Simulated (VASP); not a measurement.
A run of VASP 6.6.1:

Contents of INCAR:

```
ALGO = Normal ; EDIFF = 1E-7
ENCUT = 520 ; GGA = PE
ISIF = 2 ; ISMEAR = -1
IVDW = 12 ; LASPH = T
LCHARG = F ; LREAL = Auto
LWAVE = F ; NBANDS = 75
NELM = 60 ; PREC = Accurate
SIGMA = 0.05
```

KPOINTS

```
k-points
0
Gamma
  1 1 1
```

File POSCAR:

```
H2CS2
1.0
    8.8874880000      0.0000000000      0.0000000000
    0.0000000000      8.8874880000      0.0000000000
    0.0000000000      0.0000000000      8.8874880000
H S C
12 12 6
Direct
    0.0912968884      0.9443613313      0.2902957506
    0.0157412308      0.9772277611      0.2882366761
    0.5912469305      0.1854854825      0.6591401305
    0.5907068454      0.1824024966      0.7435734372
    0.1419973788      0.1828300640      0.0491702492
    0.1283152225      0.1061717327      0.0818453988
    0.9724457575      0.2090466958      0.7697113065
    0.9305329020      0.1459467512      0.7397590860
    0.7307126603      0.9399056291      0.4089456998
    0.8074272505      0.9351686326      0.4051651040
    0.8769969647      0.7753371931      1.0184767619
    0.9422797533      0.7674834554      1.0824881001
    0.2549876861      0.6396745627      0.1948357061
    0.1988863445      0.5232862199     -0.1259973572
    0.5697672953      0.8633598155      0.1585487373
    0.6448166231      0.8640349219     -0.1786444044
    0.4763888289      0.2833309030      0.3816714014
    0.4780203360      0.2317415225      0.0380197419
    0.5493453268      0.5571203022      0.7427295542
    0.7556915970      0.6153257253      0.4675449351
    0.2145375611      0.9707017326      0.7877704026
    0.3417388580      0.8693682624      0.4725969813
    1.0561927060      0.3612381811      0.3970638273
    0.8259364176      0.3259188648      0.1404333823
    0.2300650082      0.5814578878      0.0357693873
    0.6044790159      0.8804287556     -0.0087651314
    0.4699978217      0.2639891047      0.2052660999
    0.6438602224      0.5932272426      0.6011597428
    0.2761522716      0.9061390575      0.6343974810
    0.9306679233      0.3482423830      0.2784701369
```

Potentials or basis: VASP PAW PBE potentials, release 64 (H, S, C).

Launch:

```sh
$ cat potpaw_PBE.64/H/POTCAR potpaw_PBE.64/S/POTCAR potpaw_PBE.64/C/POTCAR > POTCAR
$ mpirun -np 1 vasp_gam > vasp.out
```

Hardware: 1 thread of Intel(R) Xeon(R) 6975P-C (Granite Rapids), on a shared host.

Estimate the wall time of this run.

Wall time 73 s on 1 thread of Intel(R) Xeon(R) 6975P-C (Granite Rapids), on a shared host, peak memory 0.63 GiB. Counts: scf iterations 20, k points 1.
